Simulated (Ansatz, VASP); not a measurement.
**SnSe2: VASP beside Ansatz**

One calculation is typed for both programs; each brings its own data sets. How far apart do they land? The cell is taken from a series of runs on this material, whose earlier steps may have relaxed, scaled, displaced or heated it; both programs get it as it stands.

Method: plane waves, with VASP 6.6.1 beside it; PBE, in Ansatz 0.2.0.

### 1. The structure

The cell holds 3 atoms: 1 Sn and 2 Se. Its edges and angles: a = 3.868 Å, b = 3.782 Å, c = 29.927 Å, α = 90.0°, β = 90.0°, γ = 120.8°. Vacuum lies along c.

Coordinates:

```cif
data_structure
_symmetry_space_group_name_H-M 'P 1'
_symmetry_Int_Tables_number 1
_cell_length_a 3.8683
_cell_length_b 3.7816
_cell_length_c 29.9272
_cell_angle_alpha 90.000
_cell_angle_beta 90.000
_cell_angle_gamma 120.761
_cell_volume 376.20
loop_
_atom_site_label
_atom_site_type_symbol
_atom_site_fract_x
_atom_site_fract_y
_atom_site_fract_z
_atom_site_occupancy
Sn1 Sn 0.00000 0.00000 0.33414 1
Se2 Se 0.33457 0.66913 0.38806 1
Se3 Se 0.66543 0.33087 0.28023 1
```

### 2. Ansatz: zone-centre phonons, PBE, pair 1

Ansatz runs on its PAW soft_1 files.

Second derivatives magnify differences that forces hide, and they need a tight electronic threshold.

Input file input.yaml:

```yaml
crystal:
  lattice:
    - [3.8683279779, 0.0, 0.0]
    - [-1.9341639889, 3.2495681901, 0.0]
    - [0.0, 0.0, 29.9272]
  atoms:
    - { symbol: Sn, position: [0.0, 0.0, 0.3341441899] }
    - { symbol: Se, position: [0.3345664922, 0.6691329844, 0.3880569309] }
    - { symbol: Se, position: [0.6654335078, 0.3308670156, 0.2802314489] }
  periodic: [true, true, false]
kpoints:
  mp_grid: { grid: [9, 9, 1] }
hamiltonian:
  xc: pbe
  pseudopotentials: { kind: paw, azcp: { folder: soft_1 } }
scf:
  occupations: { method: fixed }
output:
  eigenvalues: true
phonons:
  method: dfpt
```

The run is started by

```sh
ansatz run input.yaml --threads 4 --pin off --max-ram 16384MiB --backend cpu --events-out ev --progress --plain --runs-dir out
```

Numbers of over 12 decimals in the logs are rounded to 6 here.

Log:

```text
Warning: crystal.symmetry: narrowed to the stabiliser of the run's FFT grids — unitary ops 4 → 2. A phonons.method: dfpt run fills in the rows of the dynamical matrix that it does not solve by its symmetry operations, which is exact only for operations that map its FFT grids onto themselves: filled in by any other, the frequencies could depend on the order in which like atoms are typed, or, by more than the grids' own error, on where the crystal sits among the grids' points. Excluded: 2 operations. The run can therefore solve more perturbations, solve them on more k-points, or both, and cost more. [rest of the remark cut]
Engine: ansatz 0.2.0, aarch64-unknown-linux-gnu
Pseudopotentials: kind: paw
Pseudopotential: Sn, paw, valence charge 14, recommended cutoff 420 eV (normal), soft_1/Sn.paw.azcp
Pseudopotential: Se, paw, valence charge 16, recommended cutoff 420 eV (normal), soft_1/Se.paw.azcp
Functional definition: PBE
  parameter kappa = 0.804
  parameter beta = 0.066725
  exchange = pbe_x(kappa = kappa, mu = beta*pi^2/3)
  correlation = pbe_c(beta = beta)
Crystal: 3 atoms, lattice volume = 376.197 Å³
Basis set: ecut = 420 eV, 7365 PW (Γ), exchange–correlation on 54×54×432 points (8 copies of the dense FFT grid, shifted against one another)
Bands: 28, of which v1, the nominal top of the filled ones, is band 23 counted from 1 (22 counted from 0)
Symmetry: 4 space group operations
k-points: 25 of 81 (irreducible under 2 space group operations, time reversal used)
Non-local potential: Sn, projectors of the file, l = 0: 2, l = 1: 2, l = 2: 2, l = 3: 1
Non-local potential: Se, projectors of the file, l = 0: 2, l = 1: 2, l = 2: 3, l = 3: 1
PAW form: soft (Blöchl's): semilocal exchange-correlation on the pseudo side does not see the compensation charge
PAW one-centre angular grid: Sn, 590 points (default); XC on 64 Gauss nodes
PAW one-centre angular grid: Se, 590 points (default); XC on 64 Gauss nodes
Initial density: superposition of atomic densities (neutral atoms: chi_scale 0, normalization atom)
Initial wavefunctions: pseudopotential atomic-orbital guess
Functional: x = pbe(κ = 0.804, μ = 0.219515), c = pbe(β = 0.066725)
iter 1 solved again at ethr=2.23e-3 eV; its pass at ethr=3.10e-3 eV (dr2=1.03e0 eV) is discarded
SCF iter   1: F=—  HF=-16963.736431 eV  |F-HF|=—  |Δ(HF+E_count)|=         —  Δρ=1.35e-2  dr2=1.03e0  ethr=2.23e-3  ⟨swp⟩=1.8  Hψ=3881  notcnv=0  defer=65
preconditioner: auto → Resta (q_TF=auto, 1.922 Å⁻¹)  ε∞=1.4  [insulator: Δε(μ)=0.928 eV  Ē_g=15.765 eV  n_scr=30 (ndim 8)  ℏωp=9.8 eV  f_vac=0.765  ε∞_Penn≈1.4  vacuum switching on, ρ_ref=1.8e-2 e/Å³]
SCF iter   2: F=—  HF=-16963.482661 eV  |F-HF|=—  |Δ(HF+E_count)|=   2.54e-1  Δρ=5.93e-3  dr2=1.62e-1  ethr=2.23e-3  ⟨swp⟩=4.4  Hψ=1268  notcnv=0  defer=73
SCF iter   3: F=—  HF=-16963.463143 eV  |F-HF|=—  |Δ(HF+E_count)|=   1.95e-2  Δρ=3.14e-3  dr2=4.05e-2  ethr=3.51e-4  ⟨swp⟩=3.6  Hψ=1288  notcnv=0  defer=75
SCF iter   4: F=—  HF=-16963.459308 eV  |F-HF|=—  |Δ(HF+E_count)|=   3.84e-3  Δρ=9.23e-4  dr2=2.41e-3  ethr=8.80e-5  ⟨swp⟩=3.4  Hψ=1053  notcnv=0  defer=75
SCF iter   5: F=—  HF=-16963.459671 eV  |F-HF|=—  |Δ(HF+E_count)|=   3.63e-4  Δρ=1.60e-4  dr2=5.99e-5  ethr=5.23e-6  ⟨swp⟩=3.1  Hψ=1177  notcnv=0  defer=75
SCF iter   6: F=—  HF=-16963.459702 eV  |F-HF|=—  |Δ(HF+E_count)|=   3.07e-5  Δρ=4.21e-5  dr2=5.38e-6  ethr=1.30e-7  ⟨swp⟩=3.3  Hψ=1463  notcnv=0  defer=75
SCF iter   7: F=—  HF=-16963.459703 eV  |F-HF|=—  |Δ(HF+E_count)|=   1.82e-6  Δρ=1.29e-5  dr2=3.69e-7  ethr=1.17e-8  ⟨swp⟩=3.1  Hψ=1209  notcnv=0  defer=73
SCF iter   8: F=—  HF=-16963.459746 eV  |F-HF|=—  |Δ(HF+E_count)|=   4.22e-5  Δρ=1.94e-6  dr2=1.32e-8  ethr=8.03e-10  ⟨swp⟩=3.2  Hψ=1496  notcnv=0  defer=74
SCF iter   9: F=—  HF=-16963.459746 eV  |F-HF|=—  |Δ(HF+E_count)|=  8.77e-10  Δρ=3.91e-7  dr2=4.87e-10  ethr=2.86e-11  ⟨swp⟩=3.0  Hψ=1403  notcnv=0  defer=74
SCF iter  10: F=-16963.459746 eV  HF=-16963.459746 eV  |F-HF|=4.37e-11  |Δ(HF+E_count)|=  1.46e-10  Δρ=9.05e-8  dr2=3.71e-11  ethr=1.00e-12  ⟨swp⟩=28.4  Hψ=7248  notcnv=0
SCF 1 converged in 10 iterations: F = -16963.459746 eV  dr2 = 3.71e-11
  greatest PAW one-centre occupation: 1.000 electrons in one spin orbital (limit 2), on the Se atom at site 2 (counted from 0), in its partial waves of l = 2
DFPT response loops at Γ: preconditioner auto → none (the input reference at scf.mixing.eps_inf says where Resta's filter doesn't serve); β = 0.50; Broyden in place of MSR1
SCF converged after 10 iterations
Free energy (F): -16963.459746 eV
Harris-Foulkes:  -16963.459746 eV  (|F-HF|=4.37e-11)
Internal energy: -16963.459746 eV  (E = F + TS)
E sigma→0 (E₀):  -16963.459746 eV
Fermi energy:    -5.864212 eV
--- Per-component energies (eV) ---
  E_band       = -1498.132135
  E_kinetic    = 389.196984
  E_local      = -95301.767412  (includes V_loc(G=0)·N_el)
  E_nonlocal   = -563.631347
  E_hartree    = 47470.492105
  E_xc         = -295.053052
  E_vxc        = -259.775880  (∫ρ·V_xc dr)
  E_paw        = -8631.783488  (= ΣΔE_a)
  E_vpaw       = -703.138605  (= ΣTr[D̂ρ^β])
  E_aug_tail   = -0.000467  (compensation charges beyond the density's cutoff)
  E_ewald      = 39969.086932
  E_smearing   = -0.000000  (= −TS)
  E_closure    = -0.000000  (closes the sum)
  Σ components = -16963.459746   (vs F -16963.459746, Δ=0.00e0)
--- Band table (eV; the first three rows and the last of 25) ---
  k-point 0: bands = [... 19 lower, -6.4300, -6.2635, -6.0418, -5.9000, -4.3052, -2.7817, -1.3890 (-1.3890°), -1.1103, ... 1 higher]
  k-point 1: bands = [... 19 lower, -7.1174, -6.8192, -6.5628, -5.9796, -3.7661, -2.2728, -1.2368 (-1.2368°), -1.1052, ... 1 higher]
  k-point 2: bands = [... 19 lower, -7.6024, -7.4399, -6.9284, -6.0862, -3.9698, -2.0135, -0.6062 (-0.6062°), -0.4614, ... 1 higher]
  k-point 24: bands = [... 19 lower, -9.0771, -8.1166, -7.2180, -6.4371, -3.8728, -1.2630, -0.4685, 0.2134, ... 1 higher]
  ° read free of the cell's end (the report's vacuum.weakly_bound_levels)
--- Phonons (Γ-DFPT): 9 representative perturbations + reference, on 25 of 81 k-points (Σ response iterations 30) ---
  ASR residual: 1.407e-4 → 0.000e0 eV/Å²; symmetrization residual: 3.756e-5 eV/Å²
  The last average, over the group as it would stand without the narrowing to the FFT grids, took up to 9.105e-6 eV/Å² of the zone centre's force constants
  ASR residual per site (eV/Å²): 1.41e-4 4.50e-5 5.36e-5
  Γ frequencies (cm⁻¹): 0.00 0.00 0.00 104.51 106.89 137.44 146.74 181.54 255.23
  non-analytic LO–TO correction: not included (Born effective charges unavailable; polar crystals: no LO–TO splitting at Γ)
```

(Continued in part 2 of 3.)

[Lines on the potential files, build, host, timing and source positions are cut from VASP's logs without a mark.]

[Logs are printed without paths, hosts, clocks, repeated set-up lines and the standing remarks that a program may print on its own settings, such as how far it seeks lower states.]

[Hosts, paths, dates, database ids (printed as entryN), source tags and the programs' standing remarks are cut or masked in the printed files.]
